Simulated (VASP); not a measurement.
# SnAs (Fm-3m) in VASP: notebook

Runs on SnAs. Level: LDA. Tasks: relaxation of cell and atoms.

All numbers are computed with VASP 6.6.1; they aren't measurements. Logs are shortened: lines on timing, memory, paths and dates and some standing lists are left out, and cuts for length are marked.

## Step 1: Starting point

Symmetry: Fm-3m, No. 225, cubic system. The conventional cell has a = 5.681 Å, b = 5.681 Å, c = 5.681 Å, α = 90.00°, β = 90.00°, γ = 90.00°. Sn (site symmetry m-3m) has 6 As at 2.84 Å as nearest neighbours. As (site symmetry m-3m) is surrounded by 6 Sn at 2.84 Å.

## Step 2: Relaxation of cell and atoms, LDA

File INCAR:

```
PREC = Accurate ; ENCUT = 350
EDIFF = 1E-7 ; ISMEAR = 0
SIGMA = 0.1 ; LREAL = F
LASPH = T ; NELM = 60
ALGO = Normal ; ISIF = 3
LWAVE = F ; LCHARG = F
IBRION = 2 ; NSW = 80
EDIFFG = -0.002
```

File KPOINTS:

```
Automatic mesh
0
Gamma
  6 6 6
```

File POSCAR:

```
SnAs
1.0
    0.0000000000      2.8405000000      2.8405000000
    2.8405000000      0.0000000000      2.8405000000
    2.8405000000      2.8405000000      0.0000000000
Sn As
1 1
Direct
    0.0000000000      0.0000000000      0.0000000000
    0.5000000000      0.5000000000      0.5000000000
```

Potentials or basis: VASP PAW LDA potentials, release 64 (Sn_d, As).

Run with:

```console
> cat potpaw_LDA.64/Sn_d/POTCAR potpaw_LDA.64/As/POTCAR > POTCAR
> mpirun -np 1 vasp_std > vasp.out
```

OUTCAR:

```text
PREC = Accurate
   ENCUT = 350
   EDIFF = 1E-7
   ISMEAR = 0
   LREAL = F
   LASPH = T
   NELM = 60
   ISIF = 3
   IBRION = 2
   NSW = 80
   EDIFFG = -0.002

 ion  position               nearest neighbor table
   1  0.000  0.000  0.000-   2 2.84   2 2.84   2 2.84   2 2.84   2 2.84   2 2.84
   2  0.500  0.500  0.500-   1 2.84   1 2.84   1 2.84   1 2.84   1 2.84   1 2.84

  LATTYP: Found a face centered cubic cell.
 ALAT       =     5.6810000000

  Lattice vectors:

 A1 = (   0.0000000000,   2.8405000000,   2.8405000000)
 A2 = (   2.8405000000,   0.0000000000,   2.8405000000)
 A3 = (   2.8405000000,   2.8405000000,   0.0000000000)

Analysis of symmetry for initial positions (statically):
=====================================================================
 Subroutine PRICEL returns:
 Original cell was already a primitive cell.

 Routine SETGRP: Setting up the symmetry group for a
 face centered cubic supercell.

 Subroutine GETGRP returns: Found 48 space group operations
 (whereof 48 operations were pure point group operations)
 out of a pool of 48 trial point group operations.

The static configuration has the point symmetry O_h .

Analysis of symmetry for dynamics (positions and initial velocities):
=====================================================================
 Subroutine PRICEL returns:
 Original cell was already a primitive cell.

 Routine SETGRP: Setting up the symmetry group for a
 face centered cubic supercell.

 Subroutine GETGRP returns: Found 48 space group operations
 (whereof 48 operations were pure point group operations)
 out of a pool of 48 trial point group operations.

The dynamic configuration has the point symmetry O_h .

 Subroutine INISYM returns: Found 48 space group operations
 (whereof 48 operations are pure point group operations),
 and found     1 'primitive' translations

----------------------------------------------------------------------------------------

                                     Primitive cell

  volume of cell :      45.8368

  direct lattice vectors                    reciprocal lattice vectors
     0.000000000  2.840500000  2.840500000    -0.176025348  0.176025348  0.176025348
     2.840500000  0.000000000  2.840500000     0.176025348 -0.176025348  0.176025348
     2.840500000  2.840500000  0.000000000     0.176025348  0.176025348 -0.176025348

  length of vectors
     4.017073624  4.017073624  4.017073624     0.304884846  0.304884846  0.304884846

  position of ions in fractional coordinates (direct lattice)
[... 67 lines left out ...]
   LASPH  =      T    aspherical Exc in radial PAW
   ENCUT  =  350.0 eV  25.72 Ry    5.07 a.u.   6.13  6.13  6.13*2*pi/ulx,y,z
   NELM   =     60;   NELMIN=  2; NELMDL= -5     # of ELM steps
   EDIFF  = 0.1E-06   stopping-criterion for ELM
   LREAL  =      F    real-space projection
   EDIFFG = -.2E-02   stopping-criterion for IOM
   NSW    =     80    number of steps for IOM
   IBRION =      2    ionic relax: 0-MD 1-quasi-New 2-CG
   NFREE  =      1    steps in history (QN), initial steepest desc. (CG)
   ISIF   =      3    stress and relaxation
   ISYM   =      2    0-nonsym 1-usesym 2-fastsym
   POTIM  = 0.5000    time-step for ionic-motion
   TEBEG  =    0.0;   TEEND  =   0.0 temperature during run
   PSTRESS=    0.0 pullay stress
   NELECT =      19.0000    total number of electrons
   NUPDOWN=      -1.0000    fix difference up-down
   EMIN   =  10.00;   EMAX   =-10.00  energy-range for DOS
   EFERMI =   0.00;   METHOD = LEGACY
   ISMEAR =     0;   SIGMA  =   0.10  broadening in eV -4-tet -1-fermi 0-gaus
   EFERMI_NEDOS =   21; number of points for ismear=-14 and -15
   IALGO  =     38    algorithm
   IMIX   =      4    mixing-type and parameters
     AMIX     =   0.40;   BMIX     =  1.00
     AMIX_MAG =   1.60;   BMIX_MAG =  1.00
  volume/ion in A,a.u.               =      22.92       154.66
  Fermi-wavevector in a.u.,A,eV,Ry     =   1.220641  2.306677 20.272193  1.489964
  Thomas-Fermi vector in A             =   2.355851
   LORBIT       =      0    0 simple, 1 ext, 2 COOP (PROOUT), +10 PAW based schemes
   GGA     = CA    functional components
   LHFCALC =     F    Hartree Fock is set to
   AEXX    =    0.0000 exact exchange contribution
   IVDW    =     0    specifies the selected vdW correction
   LEPSILON=     F    determine dielectric tensor
   LRPA    =     F    only Hartree local field effects (RPA)
 conjugate gradient relaxation of ions
 non-spin polarized calculation
 Gauss-broadening in eV      SIGMA  =   0.10
  energy-cutoff  :      350.00
  volume of cell :       45.84
 maximum number of plane-waves:       701
 NGX is ok and might be reduce to    28
   NGX = 13   NGY = 13   NGZ = 13

--------------------------------------- Ionic step        1  -------------------------------------------

 number of electron      18.9999994 magnetization

 Free energy of the ion-electron system (eV)
  ---------------------------------------------------
  ext. energy  EPLUGINS =         0.00000000
  ---------------------------------------------------
  free energy    TOTEN  =       -10.02000767 eV

  energy without entropy =      -10.01502421  energy(sigma->0) =      -10.01751594

------------------------ aborting loop because EDIFF is reached ----------------------------------------

  FORCE on cell =-STRESS in cart. coord.  units (eV):
  Direction    XX          YY          ZZ          XY          YZ          ZX
  --------------------------------------------------------------------------------------
  -------------------------------------------------------------------------------------
  Total       -0.2191010     -0.2191010     -0.2191010     -0.0000000     -0.0000000      0.0000000
  in kB       -7.6584461     -7.6584461     -7.6584461     -0.0000000     -0.0000000      0.0000000
  external PRESSURE =      -7.6584461 kB  Pullay stress =       0.0000000 kB
[... 59 lines left out ...]
--------------------------------------- Ionic step        3  -------------------------------------------

 number of electron      18.9999989 magnetization

 Free energy of the ion-electron system (eV)
  ---------------------------------------------------
  ext. energy  EPLUGINS =         0.00000000
  ---------------------------------------------------
  free energy    TOTEN  =       -10.02105036 eV

  energy without entropy =      -10.01647229  energy(sigma->0) =      -10.01876133

 E-fermi :   7.0102     XC(G=0): -10.6829

 val. band max:        6.9155626838   @ k =  -0.1667   0.1667   0.0000
 cond. band min:       7.0903739846   @ k =   0.5000   0.3333   0.1667
 fundamental gap:      0.1748113007
 Fermi energy:         7.0102266141

 k-point     1 :       0.0000    0.0000    0.0000
  band No.  band energies     occupation
      1     -14.1731      2.00000
      2     -14.1731      2.00000
      3     -14.1581      2.00000
      4     -14.1581      2.00000
      5     -14.1581      2.00000
      6      -6.1496      2.00000
      7       4.7370      2.00000
      8       6.1592      2.00000
      9       6.1592      2.00000
     10       6.1592      2.00000
     11      12.8484      0.00000
     12      12.8484      0.00000
     13      12.8484      0.00000
[... 267 lines left out ...]
  FREE ENERGIE OF THE ION-ELECTRON SYSTEM (eV)
  ---------------------------------------------------
  free  energy   TOTEN  =       -10.0210503597 eV

  energy  without entropy=      -10.0164722922  energy(sigma->0) =      -10.01876133

 reached required accuracy - stopping structural energy minimisation
```

OSZICAR:

```text
N       E                     dE             d eps       ncg     rms          rms(c)
DAV:   1     0.927437013006E+02    0.92744E+02   -0.76962E+03   426   0.140E+03
DAV:   2    -0.341791757620E+01   -0.96162E+02   -0.94862E+02   446   0.312E+02
DAV:   3    -0.100117225168E+02   -0.65938E+01   -0.65260E+01   546   0.836E+01
[... 24 lines left out ...]
DAV:   3    -0.100210977970E+02    0.12133E-02   -0.36067E-03   520   0.114E+00    0.281E-02
DAV:   4    -0.100210652189E+02    0.32578E-04   -0.11249E-04   459   0.133E-01    0.138E-02
DAV:   5    -0.100210508678E+02    0.14351E-04   -0.92657E-06   599   0.328E-02    0.356E-03
DAV:   6    -0.100210503964E+02    0.47141E-06   -0.15010E-06   516   0.238E-02    0.148E-03
DAV:   7    -0.100210503597E+02    0.36635E-07   -0.84606E-08   233   0.396E-03
   3 F= -.10021050E+02 E0= -.10018761E+02  d E =-.104269E-02
```

CONTCAR:

```text
SnAs
   1.00000000000000
    -0.0000000000000000    2.8314030814096554    2.8314030814096554
     2.8314030814096554   -0.0000000000000000    2.8314030814096554
     2.8314030814096554    2.8314030814096554    0.0000000000000000
  Sn              As
     1     1
Direct
     0.0000000000000000    0.0000000000000000    0.0000000000000000
     0.5000000000000000    0.5000000000000000    0.5000000000000000

  0.00000000E+00  0.00000000E+00  0.00000000E+00
  0.00000000E+00  0.00000000E+00  0.00000000E+00
```

It took 9.6 s on 1 thread of AMD EPYC 9R45 (Zen 5), shared host; peak memory 0.11 GiB.

What came out:

| Item | Value |
| --- | --- |
| Free energy | -10.0211 eV |
| Relaxed volume | 22.70 Å³/atom |
| Relaxed cell | a = 4.004 Å, b = 4.004 Å, c = 4.004 Å, α = 60.00°, β = 60.00°, γ = 60.00° |
| Space group after relaxing (to 0.05 Å) | Fm-3m (No. 225) |
| Energy gained by relaxing | 0.5 meV/atom |
| Ionic steps | 3 |
| Pressure after relaxing | 0.0 GPa |
| Band gap on the k mesh | none (metal or under the smearing width) |

Step by step:
```
step  energy change (eV)  largest force (eV/Å)  pressure (GPa)  volume (Å³)
   1              0.0000                0.0000           -0.77        45.84
   2             -0.0006                0.0000            0.50        45.11
   3             -0.0010                0.0000            0.00        45.40
```

Final structure:
```yaml
crystal:
  lattice:
    - [0.00000, 2.83140, 2.83140]
    - [2.83140, 0.00000, 2.83140]
    - [2.83140, 2.83140, 0.00000]
  atoms:
    - { symbol: Sn, position: [0.00000, 0.00000, 0.00000] }
    - { symbol: As, position: [0.50000, 0.50000, 0.50000] }
```

## Step 3: Relaxation of cell and atoms, LDA

This run uses another cell than the first one, of 22.70 Å³/atom, 0.990 times its volume.

INCAR is that of step 2.

KPOINTS is that of step 2.

File POSCAR:

```
SnAs                                    
1.0
   -0.0000000000      2.8314030814      2.8314030814
    2.8314030814     -0.0000000000      2.8314030814
    2.8314030814      2.8314030814      0.0000000000
  Sn              As            
     1     1
Direct
     0.0000000000000000    0.0000000000000000    0.0000000000000000
     0.5000000000000000    0.5000000000000000    0.5000000000000000
```

Potentials or basis: VASP PAW LDA potentials, release 64 (Sn_d, As).

Run with:

```console
> cat potpaw_LDA.64/Sn_d/POTCAR potpaw_LDA.64/As/POTCAR > POTCAR
> mpirun -np 1 vasp_std > vasp.out
```

Run time: 5.8 s. Hardware: 1 thread of AMD EPYC 9R45 (Zen 5), shared host; peak memory 0.1 GiB.

It converged, with:

```
Free energy                            : -10.0202 eV
Relaxed volume                         : 22.69 Å³/atom
Relaxed cell                           : a = 4.004 Å, b = 4.004 Å, c = 4.004 Å, α = 60.00°, β = 60.00°, γ = 60.00°
Space group after relaxing (to 0.05 Å) : Fm-3m (No. 225)
Energy gained by relaxing              : 0.0 meV/atom
Ionic steps                            : 3
Pressure after relaxing                : 0.0 GPa
Band gap on the k mesh                 : none (metal or under the smearing width)
```

Final structure:
```
CELL_PARAMETERS angstrom
0.00000 2.83114 2.83114
2.83114 0.00000 2.83114
2.83114 2.83114 0.00000
ATOMIC_POSITIONS crystal
Sn 0.00000 0.00000 0.00000
As 0.50000 0.50000 0.50000
```

Levels at points of the mesh, in eV from the Fermi level:
```tsv
k point	band 5	band 6	band 7	band 8	band 9	band 10	band 11	band 12	band 13
(0.00, 0.00, 0.00)	-21.17	-13.16	-2.27	-0.85	-0.85	-0.85	5.84	5.84	5.84
(0.50, 0.00, 0.00)	-21.14	-10.98	-8.41	-0.34	-0.34	1.15	1.62	1.62	2.78
(0.50, 0.50, 0.00)	-21.13	-10.38	-5.74	-5.31	-3.13	-3.13	2.98	7.97	7.97
```
